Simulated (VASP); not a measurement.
Consider the following.

```
CELL_PARAMETERS angstrom
      0.00000     3.65796     3.65796
      3.65796     0.00000     3.65796
      3.65796     3.65796     0.00000
ATOMIC_POSITIONS crystal
  Na 0.50000 0.50000 0.50000
  Na 0.75000 0.75000 0.75000
  In 0.00000 0.00000 0.00000
  In 0.25000 0.25000 0.25000
```

Method: PBEsol GGA, VASP's PBE PAW potentials (set 64) (plane waves; VASP). Settings: 400 eV cut-off, 8×8×8 Γ-centred mesh, tetrahedra with Blöchl corrections, potentials Na_pv In_d.

Unless said otherwise, spin-orbit coupling is left out, though it shifts the bands of the heavy elements here.

Q: What does the run give for the energy per atom (σ→0), band gap (on the k-mesh) with the smallest direct gap where there is one?

A: 
```yaml
band gap (on the k-mesh): none (metal, semimetal or under 0.01 eV)
energy per atom (σ→0): -226.4 kJ/mol-atom
```

The absolute energy has meaning only against runs of the same code, potentials and settings.

The structure comes from a computed database's NaIn entry (Fd-3m); how it stands against other phases isn't given here. The cell was not relaxed at this level.
